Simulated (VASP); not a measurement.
Consider the following.

```
V3Ge
1.0
    4.69682     0.00000     0.00000
    0.00000     4.69682     0.00000
    0.00000     0.00000     4.69682
Ge V
2 6
Direct
  0.00000   0.00000   0.00000
  0.50000   0.50000   0.50000
  0.25000   0.00000   0.50000
  0.50000   0.75000   0.00000
  0.75000   0.00000   0.50000
  0.50000   0.25000   0.00000
  0.00000   0.50000   0.75000
  0.00000   0.50000   0.25000
```
Starting moments (μB, in the order of the record's atoms Ge Ge V V V V V V): 0.0 0.0 0.1 0.1 0.1 0.1 0.1 0.1.

Level of theory: PBEsol GGA, VASP's PBE PAW potentials (set 64) (plane waves; VASP). Settings: 400 eV cut-off, 7×7×7 Γ-centred mesh, tetrahedra with Blöchl corrections, potentials Ge_d V_sv.

Q: What does the run give for the cell moment, energy per atom (σ→0), band gap (on the k-mesh) with the smallest direct gap where there is one?

A: 
- band gap (on the k-mesh): none (metal, semimetal or under 0.01 eV)
- cell moment: 1.23 μB
- energy per atom (σ→0): -8.843 eV/atom

Q: Give the moment on each site (PAW-sphere projection).

A: 
```
site  moment (μB)
----  -----------
Ge1          0.00
Ge2          0.00
V3           0.17
V4           0.17
V5           0.17
V6           0.17
V7           0.17
V8           0.17
```

The structure comes from a measured V3Ge entry (Pm-3n) of the Crystallography Open Database, whose conditions weren't checked. It was relaxed first.
